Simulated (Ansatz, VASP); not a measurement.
**Zn2Ag3: VASP beside Ansatz**

```
Zn Ag
1.0
     4.85656    0.00000    0.00000
     0.00000    4.85656    0.00000
     0.00000    0.00000    4.85656
Zn Ag
2 3
Direct
  0.50000 0.50000 0.50000
  0.00000 0.00000 0.00000
  0.00000 0.50000 0.50000
  0.50000 0.00000 0.50000
  0.50000 0.50000 0.00000
```

Alike in both runs: functional PBE; k mesh 8 × 8 × 8; occupations gaussian, width 0.1 eV; no spin polarisation.

Ansatz relaxed the structure, and its values are those at the end. VASP's run is a single point on that final structure, the one shown.

|  | VASP | Ansatz |
| --- | --- | --- |
| version | VASP 6.6.1 | Ansatz 0.2.0 |
| potentials or method | VASP PAW PBE potentials, release 64 (Zn, Ag) | scalar-relativistic, plane waves, PAW |
| plane-wave cutoff (eV) | 520 | 420 |
| valence electrons in the cell | 57 | 81 |

|  | VASP | Ansatz | Ansatz less VASP |
| --- | --- | --- | --- |
| gap on the k mesh at the Fermi level (eV) | none | none | - |
| pressure (GPa) | 0.1 | 0.0 | -0.15 |

A gap of «none» marks a metal or a gap that the smearing closes. With one functional, cell and mesh, what is left measures potentials, basis and numerics. The two sets of potentials don't hold the same shells in valence.
